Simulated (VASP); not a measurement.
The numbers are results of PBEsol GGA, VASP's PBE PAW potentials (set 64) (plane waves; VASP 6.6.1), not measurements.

VASP input:

### POSCAR
```
CdF2(110) slab
1.0
  3.8181095045   0.0000000000   0.0000000000
  0.0000000000   5.3996216072   0.0000000000
  0.0000000000   0.0000000000  26.4811037841
F Cd
12 6
Direct
  1.0000000000   0.2634915926   0.3180422735
  0.0000000000   0.7365084074   0.3180422735
  0.5000000000   0.2455225025   0.3929112413
  0.0000000000   0.2498239785   0.4630985758
  0.0000000000   0.7501760215   0.4630985758
  0.5000000000   0.7544774975   0.3929112413
  0.5000000000   0.2501760215   0.5369014242
  0.0000000000   0.2544774975   0.6070887587
  1.0000000000   0.7455225025   0.6070887587
  0.5000000000   0.7498239785   0.5369014242
  0.5000000000   0.2365084074   0.6819577265
  0.5000000000   0.7634915926   0.6819577265
  0.5000000000   0.5000000000   0.3253672835
  0.0000000000   0.0000000000   0.3880968665
  0.5000000000   0.5000000000   0.4655550628
  0.0000000000   0.0000000000   0.5344449372
  0.5000000000   0.5000000000   0.6119031335
  0.0000000000   0.0000000000   0.6746327165
```

### KPOINTS
```
Automatic mesh
0
Gamma
5 4 1
0 0 0
```

**INCAR**
```
SYSTEM = CdF2(110) slab
PREC = Normal
ENCUT = 450
EDIFF = 1E-6
NELM = 100
ALGO = Normal
LREAL = Auto
LASPH = .TRUE.
ISMEAR = 0
SIGMA = 0.05
GGA = PS
LMAXMIX = 4
LWAVE = .FALSE.
LCHARG = .FALSE.
NELMIN = 4
LDIPOL = .TRUE.
IDIPOL = 3
DIPOL = 0.5 0.5 0.5
LVHAR = .TRUE.
LORBIT = 11
```

POTCAR, in this order: F Cd (PBE.64 set). Program: vasp_std. Read from the step before: WAVECAR.

**Question.** What will the output report for the number of irreducible k-points (NKPTS), largest plane-wave count, number of space-group operations, FFT grid (NGX, NGY, NGZ)?

**Answer.** 
- number of irreducible k-points (NKPTS): 9
- largest plane-wave count: 11913
- number of space-group operations: 8
- FFT grid (NGX, NGY, NGZ): 20 × 28 × 140

The cell is a thin slab with vacuum, built from CdF2 (fluorite): (110) face.
